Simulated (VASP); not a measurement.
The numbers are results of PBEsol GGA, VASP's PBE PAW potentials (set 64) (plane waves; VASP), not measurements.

A VASP calculation is set up with these files.

File POSCAR:
```
NiSb
1
    1.9341886981    -3.3501132559     0.0000000000
    1.9341886981     3.3501132559    -0.0000000000
    0.0000000000     0.0000000000     5.0147290079
Ni Sb
2 2
Direct
  0.0000000000   0.0000000000   0.5000000000
  0.0000000000   0.0000000000   0.0000000000
  0.3333330000   0.6666670000   0.2500000000
  0.6666670000   0.3333330000   0.7500000000
```

### KPOINTS
```
Regular mesh
0
G
 9 9 6
0 0 0
```

### INCAR
```
PREC  =  Accurate
NELM  =  100   ! most electronic steps
PSTRESS  =  50   ! kbar
GGA  =  PS   ! PBEsol
LREAL  =  .False.   ! projection in real space or not
IBRION  =  2   ! conjugate gradients
EDIFF  =  1E-6   ! SCF stop (eV)
SIGMA  =  0.1   ! width (eV)
ALGO  =  Normal
ENCUT  =  500
ISIF  =  3   ! ions, shape and volume
ISMEAR  =  1   ! Methfessel-Paxton
LASPH  =  .True.   ! aspherical one-centre terms
SYSTEM  =  NiSb
NSW  =  40
LWAVE  =  .False.
EDIFFG  =  -0.02   ! ionic stop
LCHARG  =  .False.
LMAXMIX  =  4
```

POTCAR, in this order: Ni Sb (PBE.64 set). Program: vasp_std.

Output of the run:

### OSZICAR
```
       N       E                     dE             d eps       ncg     rms          rms(c)
DAV:   1     0.168485265838E+03    0.16849E+03   -0.12395E+04  1824   0.160E+03
DAV:   2    -0.150401898041E+02   -0.18353E+03   -0.17839E+03  1839   0.322E+02
DAV:   3    -0.241517756443E+02   -0.91116E+01   -0.88313E+01  2110   0.897E+01
DAV:   4    -0.244002672044E+02   -0.24849E+00   -0.24742E+00  2079   0.139E+01
DAV:   5    -0.244083074409E+02   -0.80402E-02   -0.80387E-02  2208   0.263E+00    0.148E+01
DAV:   6    -0.269763221120E+02   -0.25680E+01   -0.40694E+01  1994   0.118E+02    0.176E+01
DAV:   7    -0.226664748071E+02    0.43098E+01   -0.14808E+01  1985   0.819E+01    0.432E+00
DAV:   8    -0.227166120376E+02   -0.50137E-01   -0.16643E+00  2488   0.114E+01    0.270E+00
DAV:   9    -0.226500454733E+02    0.66567E-01   -0.26915E-01  2050   0.913E+00    0.617E-01
DAV:  10    -0.226506809735E+02   -0.63550E-03   -0.86758E-03  1989   0.930E-01    0.475E-01
DAV:  11    -0.226500785644E+02    0.60241E-03   -0.53370E-04  2159   0.230E-01    0.142E-01
DAV:  12    -0.226498912150E+02    0.18735E-03   -0.43641E-04  2529   0.371E-01    0.247E-02
DAV:  13    -0.226498937150E+02   -0.24999E-05   -0.60273E-05  1996   0.582E-02    0.282E-02
DAV:  14    -0.226498931855E+02    0.52949E-06   -0.15322E-06  1131   0.133E-02
   1 F= -.20621766E+02 E0= -.20621749E+02  d E =-.206218E+02
```

OUTCAR:
```
------------------------ aborting loop because EDIFF is reached ----------------------------------------
  FORCE on cell =-STRESS in cart. coord.  units (eV):
  Direction    XX          YY          ZZ          XY          YZ          ZX
  --------------------------------------------------------------------------------------
  Total        2.0404532      2.0404534      2.0513309      0.0000000      0.0000000      0.0000000
  in kB       50.3038726     50.3038774     50.5720452      0.0000000      0.0000000      0.0000000
  external PRESSURE =       0.3932651 kB  Pullay stress =      50.0000000 kB
  volume of cell :       64.99
      direct lattice vectors                 reciprocal lattice vectors
     1.934188698 -3.350113256  0.000000000     0.258506319 -0.149248686  0.000000000
     1.934188698  3.350113256  0.000000000     0.258506319  0.149248686  0.000000000
     0.000000000  0.000000000  5.014729008     0.000000000  0.000000000  0.199412570
 POSITION                                       TOTAL-FORCE (eV/Angst)
 -----------------------------------------------------------------------------------
      0.00000      0.00000      2.50736        -0.000000      0.000000      0.000000
      0.00000      0.00000      0.00000        -0.000000      0.000000      0.000000
      1.93419      1.11671      1.25368         0.000000      0.000000      0.000000
      1.93419     -1.11671      3.76105        -0.000000     -0.000000     -0.000000
 -----------------------------------------------------------------------------------
    total drift:                                0.000000      0.000000     -0.000000
  FREE ENERGIE OF THE ION-ELECTRON SYSTEM (eV)
  ---------------------------------------------------
  free  energy   TOTEN  =       -22.6498931855 eV

  energy  without entropy=      -22.6498425304  energy(sigma->0) =      -22.64987630
  enthalpy is  TOTEN    =       -20.6217658563 eV   P V=        2.0281273291

 reached required accuracy - stopping structural energy minimisation
```
(Selected blocks of OUTCAR.)

The compound is NiSb in the NiAs type structure. It was relaxed first under an external pressure of 5 GPa. The run is not spin-polarised, so no magnetic state was tried.
